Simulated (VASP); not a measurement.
# AgPt4 in VASP: further runs, part 2 of 2

VASP 6.6.1.

**3. Single point, r2SCAN**

This run uses another cell than the first one: it holds 5 atoms, not 4.

Input file POSCAR:

```
AgPt4
1.0
    2.7861346168      0.0000000000      0.0000000000
   -1.3930673084      2.4128633565      0.0000000000
    0.0000000000      0.0000000000     25.8246081658
Pt Ag
4 1
Direct
    0.6666666667      0.3333333333      0.3291434258
    0.3333333333      0.6666666667      0.4172326380
    0.0000000000      0.0000000000      0.5049143067
    0.6666666667      0.3333333333      0.5943923921
    0.0000000000      0.0000000000      0.6871015114
```

Input file INCAR.step1:

```
SYSTEM = AgPt4
  PREC = Accurate
  ENCUT = 520
  ISMEAR = 0
  SIGMA = 0.1
  LREAL = .FALSE.
  LASPH = .TRUE.
  NELM = 100
  LDIPOL = .TRUE.
  IDIPOL = 3
  DIPOL = 0.5 0.5 0.507
  NBANDS = 34
  GGA = PE
  ALGO = Normal
  EDIFF = 1E-4
  LWAVE = .TRUE.
  LCHARG = .FALSE.
```

Input file INCAR.step2:

```
SYSTEM = AgPt4
  PREC = Accurate
  ENCUT = 520
  EDIFF = 1E-6
  ISMEAR = 0
  SIGMA = 0.1
  LREAL = .FALSE.
  LASPH = .TRUE.
  NELM = 100
  ALGO = Normal
  ISIF = 2
  LWAVE = .FALSE.
  LCHARG = .FALSE.
  LDIPOL = .TRUE.
  IDIPOL = 3
  DIPOL = 0.5 0.5 0.507
  METAGGA = R2SCAN
  LMIXTAU = .TRUE.
  NBANDS = 34
  ISTART = 1
```

Input file KPOINTS:

```
Automatic mesh
0
G
  12 12 1
  0 0 0
```

Potentials or basis: VASP PAW PBE potentials, release 64 (Pt, Ag).

Started as:

```console
$ cat potpaw_PBE.64/Pt/POTCAR potpaw_PBE.64/Ag/POTCAR > POTCAR
$ cp INCAR.step1 INCAR
$ mpirun -np 1 vasp_std > vasp.out
$ cp INCAR.step2 INCAR
$ mpirun -np 1 vasp_std > vasp.out
```

OUTCAR:

```text
SYSTEM = AgPt4
   PREC = Accurate
   ENCUT = 520
   EDIFF = 1E-6
   ISMEAR = 0
   LREAL = .FALSE.
   LASPH = .TRUE.
   NELM = 100
   ISIF = 2
   METAGGA = R2SCAN
   ISTART = 1

 ion  position               nearest neighbor table
   1  0.667  0.333  0.329-   2 2.79   2 2.79   2 2.79
   2  0.333  0.667  0.417-   3 2.78   3 2.78   3 2.78   1 2.79   1 2.79   1 2.79
   3  0.000  0.000  0.505-   2 2.78   2 2.78   2 2.78   4 2.82   4 2.82   4 2.82
   4  0.667  0.333  0.594-   3 2.82   3 2.82   3 2.82   5 2.88   5 2.88   5 2.88
   5  0.000  0.000  0.687-   4 2.88   4 2.88   4 2.88

  LATTYP: Found a hexagonal cell.
 ALAT       =     2.7861346168
 C/A-ratio  =     9.2689735844

  Lattice vectors:

 A1 = (   2.7861346168,   0.0000000000,   0.0000000000)
 A2 = (  -1.3930673084,   2.4128633565,   0.0000000000)
 A3 = (   0.0000000000,   0.0000000000,  25.8246081658)

Analysis of symmetry for initial positions (statically):
=====================================================================
 Subroutine PRICEL returns:
 Original cell was already a primitive cell.

 Routine SETGRP: Setting up the symmetry group for a
 hexagonal supercell.

 Subroutine GETGRP returns: Found  6 space group operations
 (whereof  6 operations were pure point group operations)
 out of a pool of 24 trial point group operations.

The static configuration has the point symmetry C_3v.

Analysis of symmetry for dynamics (positions and initial velocities):
=====================================================================
 Subroutine PRICEL returns:
 Original cell was already a primitive cell.

 Routine SETGRP: Setting up the symmetry group for a
 hexagonal supercell.

 Subroutine GETGRP returns: Found  6 space group operations
 (whereof  6 operations were pure point group operations)
 out of a pool of 24 trial point group operations.

The dynamic configuration has the point symmetry C_3v.

 Subroutine INISYM returns: Found  6 space group operations
 (whereof  6 operations are pure point group operations),
 and found     1 'primitive' translations

----------------------------------------------------------------------------------------

                                     Primitive cell

  volume of cell :     173.6075

  direct lattice vectors                    reciprocal lattice vectors
     2.786134617  0.000000000  0.000000000     0.358920202  0.207222675  0.000000000
    -1.393067308  2.412863356  0.000000000     0.000000000  0.414445351  0.000000000
     0.000000000  0.000000000 25.824608166     0.000000000  0.000000000  0.038722756

  length of vectors
     2.786134617  2.786134617 25.824608166     0.414445351  0.414445351  0.038722756

  position of ions in fractional coordinates (direct lattice)
     0.666666667  0.333333333  0.329143426
     0.333333333  0.666666667  0.417232638
     0.000000000  0.000000000  0.504914307
     0.666666667  0.333333333  0.594392392
     0.000000000  0.000000000  0.687101511

  ion indices of the primitive-cell ions
   primitive index   ion index
                 1           1
                 2           2
                 3           3
                 4           4
                 5           5

[... 47 lines left out ...]
   k-points           NKPTS =     19   k-points in BZ     NKDIM =     19   number of bands    NBANDS=     34
   number of dos      NEDOS =    301   number of ions     NIONS =      5
   total plane-waves  NPLWV = 110592
   dimension x,y,z NGX =    24 NGY =   24 NGZ =  192
   dimension x,y,z NGXF=    48 NGYF=   48 NGZF=  384
   ions per type =               4   1
   NGX,Y,Z   is equivalent  to a cutoff of  14.32, 14.32, 12.36 a.u.
   NGXF,Y,Z  is equivalent  to a cutoff of  28.64, 28.64, 24.72 a.u.
 SYSTEM =  AgPt4
   PREC   = accura    normal or accurate (medium, high low for compatibility)
   ISTART =      1    job   : 0-new  1-cont  2-samecut
   ICHARG =      0    charge: 1-file 2-atom 10-const
   ISPIN  =      1    spin polarized calculation?
   LNONCOLLINEAR =      F non collinear calculations
   LSORBIT =      F    spin-orbit coupling
   LASPH  =      T    aspherical Exc in radial PAW
   ENCUT  =  520.0 eV  38.22 Ry    6.18 a.u.   5.18  5.18 48.02*2*pi/ulx,y,z
   NELM   =    100;   NELMIN=  2; NELMDL=  0     # of ELM steps
   EDIFF  = 0.1E-05   stopping-criterion for ELM
   LREAL  =      F    real-space projection
   EDIFFG = 0.1E-04   stopping-criterion for IOM
   NSW    =      0    number of steps for IOM
   IBRION =     -1    ionic relax: 0-MD 1-quasi-New 2-CG
   NFREE  =      0    steps in history (QN), initial steepest desc. (CG)
   ISIF   =      2    stress and relaxation
   ISYM   =      2    0-nonsym 1-usesym 2-fastsym
   POTIM  = 0.5000    time-step for ionic-motion
   TEBEG  =    0.0;   TEEND  =   0.0 temperature during run
   PSTRESS=    0.0 pullay stress
   NELECT =      51.0000    total number of electrons
   NUPDOWN=      -1.0000    fix difference up-down
   EMIN   =  10.00;   EMAX   =-10.00  energy-range for DOS
   EFERMI =   0.00;   METHOD = LEGACY
   ISMEAR =     0;   SIGMA  =   0.10  broadening in eV -4-tet -1-fermi 0-gaus
   EFERMI_NEDOS =   21; number of points for ismear=-14 and -15
   IALGO  =     38    algorithm
   IMIX   =      4    mixing-type and parameters
     AMIX     =   0.40;   BMIX     =  1.00
     AMIX_MAG =   1.60;   BMIX_MAG =  1.00
  volume/ion in A,a.u.               =      34.72       234.31
  Fermi-wavevector in a.u.,A,eV,Ry     =   1.088283  2.056558 16.114209  1.184361
  Thomas-Fermi vector in A             =   2.224462
   LORBIT       =      0    0 simple, 1 ext, 2 COOP (PROOUT), +10 PAW based schemes
   METAGGA = R2SCAN    functional components
   LHFCALC =     F    Hartree Fock is set to
   AEXX    =    0.0000 exact exchange contribution
   IVDW    =     0    specifies the selected vdW correction
   LEPSILON=     F    determine dielectric tensor
   LRPA    =     F    only Hartree local field effects (RPA)
 non-spin polarized calculation
 Gauss-broadening in eV      SIGMA  =   0.10
  energy-cutoff  :      520.00
  volume of cell :      173.61
 maximum number of plane-waves:      4705
 NGX is ok and might be reduce to    24

 dipolmoment           0.000000      0.000000      0.010777 electrons x Angstroem

 number of electron      51.0000000 magnetization

 dipolmoment           0.000000      0.000000     -0.037954 electrons x Angstroem

 Free energy of the ion-electron system (eV)
  ---------------------------------------------------
  ext. energy  EPLUGINS =         0.00000000
  ---------------------------------------------------
  free energy    TOTEN  =      -226.25680375 eV

  energy without entropy =     -226.21305912  energy(sigma->0) =     -226.23493143

 E-fermi :   1.6448     XC(G=0):  -6.9844

 val. band max:        1.6429446097   @ k =   0.2500   0.0000   0.0000
 cond. band min:       1.6464283579   @ k =   0.1667   0.0000   0.0000
 fundamental gap:      0.0034837482
 Fermi energy:         1.6447556168

 k-point     1 :       0.0000    0.0000    0.0000
  band No.  band energies     occupation
      1      -8.1380      2.00000
      2      -6.9663      2.00000
      3      -5.9109      2.00000
      4      -5.5507      2.00000
      5      -4.8171      2.00000
      6      -2.9539      2.00000
[... 692 lines left out ...]
     33       9.1573      0.00000
     34       9.2632      0.00000

------------------------ aborting loop because EDIFF is reached ----------------------------------------

 vacuum level on the upper side and lower side of the slab       (xc-potential included)        -0.495         0.490

  FORCE on cell =-STRESS in cart. coord.  units (eV):
  Direction    XX          YY          ZZ          XY          YZ          ZX
  --------------------------------------------------------------------------------------
  -------------------------------------------------------------------------------------
  Total       -2.7752000     -2.7752000      0.4494504      0.0000000      0.0000000      0.0000000
  in kB      -25.6115757    -25.6115757      4.1478576      0.0000000      0.0000000      0.0000000
  external PRESSURE =     -15.6917646 kB  Pullay stress =       0.0000000 kB

 VOLUME and BASIS-vectors are now :
 -----------------------------------------------------------------------------
  energy-cutoff  :      520.00
  volume of cell :      173.61
      direct lattice vectors                 reciprocal lattice vectors
     2.786134617  0.000000000  0.000000000     0.358920202  0.207222675  0.000000000
    -1.393067308  2.412863356  0.000000000     0.000000000  0.414445351  0.000000000
     0.000000000  0.000000000 25.824608166     0.000000000  0.000000000  0.038722756

 POSITION                                       TOTAL-FORCE (eV/Angst)
 -----------------------------------------------------------------------------------
      1.39307      0.80429      8.50000         0.000000     -0.000000     -0.139482
     -0.00000      1.60858     10.77487        -0.000000      0.000000      0.108221
      0.00000      0.00000     13.03921        -0.000000     -0.000000     -0.002453
      1.39307      0.80429     15.34995        -0.000000     -0.000000      0.023867
      0.00000      0.00000     17.74413         0.000000     -0.000000      0.009848
 -----------------------------------------------------------------------------------
    total drift:                               -0.000000     -0.000000      0.000460

  FREE ENERGIE OF THE ION-ELECTRON SYSTEM (eV)
  ---------------------------------------------------
  free  energy   TOTEN  =      -226.2568037451 eV

  energy  without entropy=     -226.2130591192  energy(sigma->0) =     -226.23493143

 vacuum level on the upper side and lower side of the slab         6.411         7.427
```

Wall time 7.3 min (1 thread of Intel Xeon 6975P-C (Granite Rapids), shared host); peak memory 0.43 GiB.

What came out:

* Free energy: -226.2568 eV
* Largest force: 0.139 eV/Å
* Band gap on the k mesh: none (metal or under the smearing width)

Forces in eV/Å, atoms in the order of the input:
```
Pt   0.000  0.000 -0.139
Pt   0.000  0.000  0.108
Pt   0.000  0.000 -0.002
Pt   0.000  0.000  0.024
Ag   0.000  0.000  0.010
```

Levels at points of the mesh, in eV from the Fermi level:
| k point | band 21 | band 22 | band 23 | band 24 | band 25 | band 26 | band 27 | band 28 | band 29 | band 30 |
| --- | --- | --- | --- | --- | --- | --- | --- | --- | --- | --- |
| (0.00, 0.00, 0.00) | -2.46 | -1.66 | -1.66 | -1.34 | -1.34 | -0.66 | -0.66 | -0.35 | -0.08 | -0.08 |
| (0.50, 0.00, 0.00) | -0.22 | 0.09 | 0.27 | 0.42 | 0.61 | 0.93 | 1.75 | 2.63 | 3.04 | 3.35 |

Caveat: the PAW data sets were made with another functional, which shifts forces and pressure a little. Spin-orbit coupling is left out, which matters for the levels of Pt.
